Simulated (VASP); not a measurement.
# Si2WC3 (Imm2) in VASP: relaxation of cell and atoms with PBE

Aim: the relaxation of cell and atoms of Si2WC3 with PBE.

Everything below comes from runs of VASP 6.6.1. Logs are shortened: lines on timing, memory, paths and dates and some standing lists are left out, and cuts for length are marked.

## 1. The structure

The structure is orthorhombic, space group Imm2 (No. 44). Conventional cell: a = 3.290 Å, b = 9.860 Å, c = 4.650 Å, α = 90.00°, β = 90.00°, γ = 90.00°. Si (site symmetry m) has 4 C at 2.01 Å as nearest neighbours. W (site symmetry mm2) has 4 C at 2.01 Å as nearest neighbours. C (site symmetry m) has 3 Si at 2.01 Å and 1 W at 2.01 Å as nearest neighbours. C (site symmetry mm2) is surrounded by 2 Si at 2.01 Å and 2 W at 2.01 Å.

The cell was built by a generator and needn't be a form met in nature.

## 2. Relaxation of cell and atoms, PBE

Input file INCAR:

```
SYSTEM = Si2WC3
PREC = Normal ; ENCUT = 520
EDIFF = 1E-4 ; ISMEAR = 0
SIGMA = 0.15 ; LREAL = .FALSE.
LASPH = .TRUE. ; NELM = 60
ALGO = Fast ; ISIF = 3
LWAVE = .FALSE. ; LCHARG = .FALSE.
GGA = PE ; IBRION = 2
NSW = 24 ; EDIFFG = -0.08
```

Input file KPOINTS:

```
regular mesh
0
G
  6 6 6
  0 0 0
```

Input file POSCAR:

```
Si2WC3
1.0
   -1.6450000000      4.9300000000      2.3250000000
    1.6450000000     -4.9300000000      2.3250000000
    1.6450000000      4.9300000000     -2.3250000000
Si W C
2 1 3
Direct
    0.3333000000      0.0000000000      0.3333000000
    0.6667000000      0.0000000000      0.6667000000
    0.0000000000      0.0000000000      0.0000000000
    0.9167000000      0.7500000000      0.1667000000
    0.5833000000      0.7500000000      0.8333000000
    0.2500000000      0.7500000000      0.5000000000
```

Potentials or basis: VASP PAW PBE potentials, release 64 (Si, W_sv, C).

Run with:

```console
$ cat potpaw_PBE.64/Si/POTCAR potpaw_PBE.64/W_sv/POTCAR potpaw_PBE.64/C/POTCAR > POTCAR
$ mpirun -np 1 vasp_std > vasp.out
```

OUTCAR:

```text
SYSTEM = Si2WC3
   PREC = Normal
   ENCUT = 520
   EDIFF = 1E-4
   ISMEAR = 0
   LREAL = .FALSE.
   LASPH = .TRUE.
   NELM = 60
   ISIF = 3
   GGA = PE
   IBRION = 2
   NSW = 24
   EDIFFG = -0.08

 ion  position               nearest neighbor table
   1  0.333  0.000  0.333-   4 2.01   6 2.01   5 2.01   5 2.01   3 3.29   3 3.29   3 3.29   3 3.29
                             3 3.29
   2  0.667  0.000  0.667-   5 2.01   6 2.01   4 2.01   4 2.01   3 3.29   3 3.29   3 3.29   3 3.29
                             3 3.29
   3  0.000  0.000  0.000-   4 2.01   5 2.01   6 2.01   6 2.01   2 3.29   1 3.29   1 3.29   2 3.29
                             2 3.29   1 3.29   2 3.29   2 3.29   1 3.29   1 3.29
   4  0.917  0.750  0.167-   1 2.01   3 2.01   2 2.01   2 2.01
   5  0.583  0.750  0.833-   2 2.01   3 2.01   1 2.01   1 2.01
   6  0.250  0.750  0.500-   1 2.01   2 2.01   3 2.01   3 2.01

  LATTYP: Found a body centered orthorhombic cell.
 ALAT       =     3.2900000000
 B/A-ratio  =     1.4133738602
 C/A-ratio  =     2.9969604863

  Lattice vectors:

 A1 = (  -1.6450000000,   4.9300000000,  -2.3250000000)
 A2 = (   1.6450000000,   4.9300000000,   2.3250000000)
 A3 = (   1.6450000000,  -4.9300000000,  -2.3250000000)

Analysis of symmetry for initial positions (statically):
=====================================================================
 Subroutine PRICEL returns:
 Original cell was already a primitive cell.

 Routine SETGRP: Setting up the symmetry group for a
 body centered orthorhombic supercell.

 Subroutine GETGRP returns: Found  4 space group operations
 (whereof  4 operations were pure point group operations)
 out of a pool of  8 trial point group operations.

The static configuration has the point symmetry C_2v.

Analysis of symmetry for dynamics (positions and initial velocities):
=====================================================================
 Subroutine PRICEL returns:
 Original cell was already a primitive cell.

 Routine SETGRP: Setting up the symmetry group for a
 body centered orthorhombic supercell.

 Subroutine GETGRP returns: Found  4 space group operations
 (whereof  4 operations were pure point group operations)
 out of a pool of  8 trial point group operations.

The dynamic configuration has the point symmetry C_2v.

 Subroutine INISYM returns: Found  4 space group operations
 (whereof  4 operations are pure point group operations),
 and found     1 'primitive' translations

----------------------------------------------------------------------------------------

                                     Primitive cell

  volume of cell :      75.4216

  direct lattice vectors                    reciprocal lattice vectors
    -1.645000000  4.930000000  2.325000000     0.000000000  0.101419878  0.215053763
     1.645000000 -4.930000000  2.325000000     0.303951368  0.000000000  0.215053763
     1.645000000  4.930000000 -2.325000000     0.303951368  0.101419878  0.000000000

  length of vectors
     5.693553372  5.693553372  5.693553372     0.237769033  0.372336615  0.320425382

  position of ions in fractional coordinates (direct lattice)
     0.333300000  0.000000000  0.333300000
     0.666700000  0.000000000  0.666700000
     0.000000000  0.000000000  0.000000000
     0.916700000  0.750000000  0.166700000
     0.583300000  0.750000000  0.833300000
     0.250000000  0.750000000  0.500000000

  ion indices of the primitive-cell ions
   primitive index   ion index
                 1           1
                 2           2
                 3           3
                 4           4
                 5           5
                 6           6

----------------------------------------------------------------------------------------

 KPOINTS: regular mesh

Automatic generation of k-mesh.
 Grid dimensions read from file:
 generate k-points for:    6    6    6

 Generating k-lattice:

  Cartesian coordinates                     Fractional coordinates (reciprocal lattice)
     0.000000000  0.016903313  0.035842294     0.166666667  0.000000000  0.000000000
     0.050658561  0.000000000  0.035842294    -0.000000000  0.166666667  0.000000000
     0.050658561  0.016903313  0.000000000    -0.000000000  0.000000000  0.166666667

  Length of vectors
     0.039628172  0.062056103  0.053404230

  Shift w.r.t. Gamma in fractional coordinates (k-lattice)
     0.000000000  0.000000000  0.000000000

 Subroutine IBZKPT returns following result:
 ===========================================

 Found     46 irreducible k-points:

 Following reciprocal coordinates:
            Coordinates               Weight
  0.000000  0.000000  0.000000      1.000000
  0.166667  0.000000 -0.000000      4.000000
  0.333333 -0.000000  0.000000      4.000000
  0.500000  0.000000 -0.000000      2.000000
  0.000000  0.166667  0.000000      4.000000
  0.166667  0.166667 -0.000000      8.000000
[... 16 lines left out ...]
 -0.166667  0.166667  0.166667      2.000000
  0.166667  0.333333  0.166667      4.000000
 [... further k-points ...]
   k-points           NKPTS =     46   k-points in BZ     NKDIM =     46   number of bands    NBANDS=     21
   number of dos      NEDOS =    301   number of ions     NIONS =      6
   total plane-waves  NPLWV =  32768
   dimension x,y,z NGX =    32 NGY =   32 NGZ =   32
   dimension x,y,z NGXF=    64 NGYF=   64 NGZF=   64
   ions per type =               2   1   3
   NGX,Y,Z   is equivalent  to a cutoff of   9.34,  9.34,  9.34 a.u.
   NGXF,Y,Z  is equivalent  to a cutoff of  18.69, 18.69, 18.69 a.u.
 SYSTEM =  Si2WC3
   PREC   = normal    normal or accurate (medium, high low for compatibility)
   ISTART =      0    job   : 0-new  1-cont  2-samecut
   ICHARG =      2    charge: 1-file 2-atom 10-const
   ISPIN  =      1    spin polarized calculation?
   LNONCOLLINEAR =      F non collinear calculations
   LSORBIT =      F    spin-orbit coupling
   LASPH  =      T    aspherical Exc in radial PAW
   ENCUT  =  520.0 eV  38.22 Ry    6.18 a.u.  10.59 10.59 10.59*2*pi/ulx,y,z
   NELM   =     60;   NELMIN=  2; NELMDL= -5     # of ELM steps
   EDIFF  = 0.1E-03   stopping-criterion for ELM
   LREAL  =      F    real-space projection
   EDIFFG = -.8E-01   stopping-criterion for IOM
   NSW    =     24    number of steps for IOM
   IBRION =      2    ionic relax: 0-MD 1-quasi-New 2-CG
   NFREE  =      1    steps in history (QN), initial steepest desc. (CG)
   ISIF   =      3    stress and relaxation
   ISYM   =      2    0-nonsym 1-usesym 2-fastsym
   POTIM  = 0.5000    time-step for ionic-motion
   TEBEG  =    0.0;   TEEND  =   0.0 temperature during run
   PSTRESS=    0.0 pullay stress
   NELECT =      34.0000    total number of electrons
   NUPDOWN=      -1.0000    fix difference up-down
   EMIN   =  10.00;   EMAX   =-10.00  energy-range for DOS
   EFERMI =   0.00;   METHOD = LEGACY
   ISMEAR =     0;   SIGMA  =   0.15  broadening in eV -4-tet -1-fermi 0-gaus
   EFERMI_NEDOS =   21; number of points for ismear=-14 and -15
   IALGO  =     68    algorithm
   IMIX   =      4    mixing-type and parameters
     AMIX     =   0.40;   BMIX     =  1.00
     AMIX_MAG =   1.60;   BMIX_MAG =  1.00
  volume/ion in A,a.u.               =      12.57        84.83
  Fermi-wavevector in a.u.,A,eV,Ry     =   1.255266  2.372109 21.438612  1.575694
  Thomas-Fermi vector in A             =   2.389031
   LORBIT       =      0    0 simple, 1 ext, 2 COOP (PROOUT), +10 PAW based schemes
   GGA     = PE    functional components
   LHFCALC =     F    Hartree Fock is set to
   AEXX    =    0.0000 exact exchange contribution
   IVDW    =     0    specifies the selected vdW correction
   LEPSILON=     F    determine dielectric tensor
   LRPA    =     F    only Hartree local field effects (RPA)
 conjugate gradient relaxation of ions
 non-spin polarized calculation
 RMM-DIIS sequential band-by-band and
 Gauss-broadening in eV      SIGMA  =   0.15
  energy-cutoff  :      520.00
  volume of cell :       75.42
 maximum number of plane-waves:      2046
   NGX = 21   NGY = 21   NGZ = 21

--------------------------------------- Ionic step        1  -------------------------------------------

 number of electron      34.0000004 magnetization

 Free energy of the ion-electron system (eV)
  ---------------------------------------------------
  ext. energy  EPLUGINS =         0.00000000
  ---------------------------------------------------
  free energy    TOTEN  =       -48.79967508 eV

  energy without entropy =      -48.76438552  energy(sigma->0) =      -48.78203030

------------------------ aborting loop because EDIFF is reached ----------------------------------------

  FORCE on cell =-STRESS in cart. coord.  units (eV):
  Direction    XX          YY          ZZ          XY          YZ          ZX
  --------------------------------------------------------------------------------------
  -------------------------------------------------------------------------------------
  Total       -7.5907741     -4.1669079     -3.2272207      0.0000000      0.0000000      0.0000000
  in kB     -161.2504294    -88.5174139    -68.5556849      0.0000000      0.0000000      0.0000000
  external PRESSURE =    -106.1078427 kB  Pullay stress =       0.0000000 kB
[... 101 lines left out ...]
  FREE ENERGIE OF THE ION-ELECTRON SYSTEM (eV)
  ---------------------------------------------------
  free  energy   TOTEN  =       -49.3184497531 eV

  energy  without entropy=      -49.2827002467  energy(sigma->0) =      -49.30057500

[... ionic steps 4 to 9 ...]

--------------------------------------- Ionic step       10  -------------------------------------------

 number of electron      33.9999997 magnetization

------------------------ aborting loop because EDIFF is reached ----------------------------------------
[... 75 lines left out ...]
--------------------------------------- Ionic step       12  -------------------------------------------

 number of electron      33.9999997 magnetization

 Free energy of the ion-electron system (eV)
  ---------------------------------------------------
  ext. energy  EPLUGINS =         0.00000000
  ---------------------------------------------------
  free energy    TOTEN  =       -49.58618122 eV

  energy without entropy =      -49.55319844  energy(sigma->0) =      -49.56968983

 E-fermi :   8.8910     XC(G=0): -11.6709

 val. band max:        8.8854816546   @ k =   0.3333   0.3333   0.1667
 cond. band min:       8.8968434129   @ k =  -0.3333   0.3333  -0.0000
 fundamental gap:      0.0113617582
 Fermi energy:         8.8910037061

 k-point     1 :       0.0000    0.0000    0.0000
  band No.  band energies     occupation
      1     -65.4795      2.00000
      2     -29.9664      2.00000
      3     -29.7035      2.00000
      4     -29.4493      2.00000
      5      -6.8052      2.00000
      6      -3.0709      2.00000
[... 565 lines left out ...]
     20      10.9701      0.00000
     21      12.6071      0.00000

 [... further k-points ...]
[... 5 lines left out ...]
  --------------------------------------------------------------------------------------
  -------------------------------------------------------------------------------------
  Total       -0.0450367      0.1302194     -0.0230202      0.0000000      0.0000000      0.0000000
  in kB       -1.0560122      3.0533623     -0.5397732      0.0000000      0.0000000      0.0000000
  external PRESSURE =       0.4858590 kB  Pullay stress =       0.0000000 kB
[... 21 lines left out ...]
  FREE ENERGIE OF THE ION-ELECTRON SYSTEM (eV)
  ---------------------------------------------------
  free  energy   TOTEN  =       -49.5861812214 eV

  energy  without entropy=      -49.5531984366  energy(sigma->0) =      -49.56968983

 reached required accuracy - stopping structural energy minimisation
```

Wall time 1.9 min (1 thread of Intel Xeon 6975P-C (Granite Rapids), shared host); peak memory 0.23 GiB.

What came out:

- Free energy: -49.5862 eV
- Relaxed volume: 11.39 Å³/atom
- Relaxed cell: a = 5.554 Å, b = 5.554 Å, c = 5.554 Å, α = 147.93°, β = 60.02°, γ = 130.72°
- Space group after relaxing (to 0.05 Å): Imm2 (No. 44)
- Energy gained by relaxing: 131.1 meV/atom
- Ionic steps: 12
- Pressure after relaxing: 0.0 GPa
- Largest force after relaxing: 0.027 eV/Å
- Band gap on the k mesh: none (metal or under the smearing width)

Forces in eV/Å, atoms in the order of the input:
```
Si   0.000 -0.011  0.008
Si   0.000  0.011  0.008
W    0.000  0.000  0.026
C    0.000 -0.002 -0.007
C    0.000  0.002 -0.007
C    0.000  0.000 -0.027
```

Step by step:
| step | energy change (eV) | largest force (eV/Å) | pressure (GPa) | volume (Å³) |
| --- | --- | --- | --- | --- |
| 1 | 0.0000 | 1.7433 | -10.61 | 75.42 |
| 2 | -0.5070 | 1.9963 | 9.71 | 66.67 |
| 3 | -0.5188 | 1.9722 | 6.86 | 67.63 |
| 4 | -0.7325 | 0.6416 | 0.76 | 67.97 |
| 5 | -0.7451 | 0.6512 | 1.74 | 67.91 |
| 6 | -0.7703 | 0.2360 | -1.74 | 69.04 |
| 7 | -0.7704 | 0.2341 | -1.74 | 68.97 |
| 8 | -0.7830 | 0.2182 | 0.27 | 68.39 |
| 9 | -0.7830 | 0.2155 | 0.21 | 68.41 |
| 10 | -0.7859 | 0.0901 | -0.16 | 68.45 |
| 11 | -0.7859 | 0.1052 | -0.21 | 68.45 |
| 12 | -0.7865 | 0.0274 | 0.05 | 68.33 |

Final structure:
```
Si W C
1.0
    -1.53398    4.80930    2.31551
     1.53398   -4.80930    2.31551
     1.53398    4.80930   -2.31551
Si W C
2 1 3
Direct
  0.33719 0.00429 0.33290
  0.67140 0.00429 0.66710
  0.97481 0.97481 0.00000
  0.92047 0.73996 0.18051
  0.55945 0.73996 0.81949
  0.28669 0.78669 0.50000
```

Caveat: the k mesh is coarse (spacing up to 0.39 Å⁻¹), so the values aren't converged; the relaxation stopped at a loose force limit of 0.08 eV/Å, so its end isn't a converged minimum. Spin-orbit coupling is left out, which matters for the levels of W.
